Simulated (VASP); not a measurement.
The system is Al4B3P.

```
CELL_PARAMETERS angstrom
3.41563 0.00000 0.00000
0.00000 3.41563 0.00000
0.00000 0.00000 8.26114
ATOMIC_POSITIONS crystal
Al 0.00000 0.50000 0.16146
Al 0.50000 0.00000 0.16146
Al 0.00000 0.50000 0.83854
Al 0.50000 0.00000 0.83854
B 0.50000 0.50000 0.00000
B 0.00000 0.00000 0.30109
B 0.00000 0.00000 0.69891
P 0.50000 0.50000 0.50000
```

The cell was built by a generator and needn't be a form met in nature.

```yaml
Program: VASP 6.6.1
Task: relaxation of cell and atoms
Functional: PBE
Potentials_or_basis: VASP PAW PBE potentials, release 64 (Al, B, P)
Cutoff: 520 eV
k_mesh: 4 × 4 × 2
Occupations: gaussian, width 0.15 eV
Spin: no spin polarisation
```

At the start: pressure 23.6 GPa; volume 12.05 Å³/atom.

Problem. Where does the relaxation end?

Solution. Over 22 steps the energy falls by 588.9 meV/atom and the volume is 12.65 Å³/atom (+5.0 %); space group P4/mmm (No. 123, to 0.05 Å).

Step by step:
```
step  energy change (eV)  largest force (eV/Å)  pressure (GPa)  volume (Å³)
   1              0.0000                1.1296           23.62        96.38
   2             -1.6845                1.0458           -8.87       122.87
   3             -1.8199                1.1709           -3.84       115.82
   4             -2.3392                0.7705           -2.65       113.47
   5             -2.9182                1.6930            2.10       106.89
   6             -3.1418                1.2833           -2.61       108.00
   7             -3.2632                1.3684           -4.42       108.35
   8             -3.7674                1.7282           -6.66       108.60
   9             -2.7025                0.9454           -2.35       107.10
  10             -3.7018                1.6603           -6.71       108.56
  11             -3.9005                1.8128           -5.17       106.43
  12             -3.9154                1.2522           -3.31       104.97
  13             -3.9253                1.4982           -4.03       105.49
  14             -4.2274                0.9272           -1.69       103.15
  15             -4.3896                0.5545            1.77       100.54
  16             -4.3946                0.6345            2.62        99.96
  17             -4.5791                0.6451            1.04       100.70
  18             -4.6472                0.6705           -0.09       101.38
  19             -4.6907                0.3366           -0.38       101.52
  20             -4.7081                0.2238           -0.62       101.67
  21             -4.7083                0.1689           -0.59       101.66
  22             -4.7111                0.0421           -0.20       101.23
```

Final structure:
```
CELL_PARAMETERS angstrom
4.04369 0.00000 0.00000
0.00000 4.04369 0.00000
0.00000 0.00000 6.19112
ATOMIC_POSITIONS crystal
Al 0.00000 0.50000 0.21733
Al 0.50000 0.00000 0.21733
Al 0.00000 0.50000 0.78267
Al 0.50000 0.00000 0.78267
B 0.50000 0.50000 0.00000
B 0.00000 0.00000 0.36484
B 0.00000 0.00000 0.63516
P 0.50000 0.50000 0.50000
```

Caveat: the k mesh is coarse (spacing up to 0.46 Å⁻¹), so the values aren't converged.
